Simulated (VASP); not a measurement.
Here is the system:

```
RbBr
1.0
    4.12608     0.00000     0.00000
    0.00000     4.12608     0.00000
    0.00000     0.00000     4.12608
Rb Br
1 1
Direct
  0.00000   0.00000   0.00000
  0.50000   0.50000   0.50000
```

Level of theory: r2SCAN meta-GGA, VASP's PBE PAW potentials (set 64) (plane waves; VASP 6.6.1). Run with 400 eV cut-off, 8×8×8 Γ-centred mesh, Gaussian smearing of 0.010 eV, potentials Rb_sv Br.

Task: Give the direction-averaged independent-particle dielectric function (no local fields, no excitons; a broadening of 0.1 eV leaves a tail below the gap, and fine structure carries the noise of the k-mesh).

Result: 
```tsv
ħω (eV)	ε₁	ε₂
0.00	2.91	0.00
0.20	2.91	0.00
0.50	2.92	0.00
0.80	2.93	0.00
1.10	2.94	0.01
1.30	2.95	0.01
1.60	2.97	0.01
1.90	3.00	0.01
2.20	3.03	0.01
2.50	3.07	0.01
2.70	3.10	0.02
3.00	3.15	0.02
3.30	3.21	0.02
3.60	3.28	0.03
3.90	3.38	0.03
4.10	3.45	0.04
4.40	3.58	0.05
4.70	3.77	0.08
5.00	3.96	0.23
5.30	4.27	0.44
5.50	4.22	0.45
5.80	4.32	0.71
6.10	4.86	0.81
6.40	5.07	1.40
6.70	5.38	1.79
6.90	5.39	2.81
7.20	5.64	3.59
7.50	3.73	5.58
7.80	1.65	5.03
8.10	0.85	3.12
8.30	1.89	3.07
8.60	1.82	2.47
8.90	1.83	3.40
9.20	1.57	2.38
9.50	2.72	2.61
9.70	2.65	4.35
10.00	0.28	4.29
10.30	-0.98	3.00
10.60	-0.45	1.97
10.90	-0.24	1.71
```
ε₂ peaks at 7.5 eV (height 5.6), 8.9 eV (height 3.4), 9.8 eV (height 4.9); ε₁(0) averages 2.91, so the electronic refractive index below the gap tends to √2.91 = 1.71.

The structure comes from a computed database's RbBr entry (Pm-3m); how it stands against other phases isn't given here. The cell was not relaxed at this level.
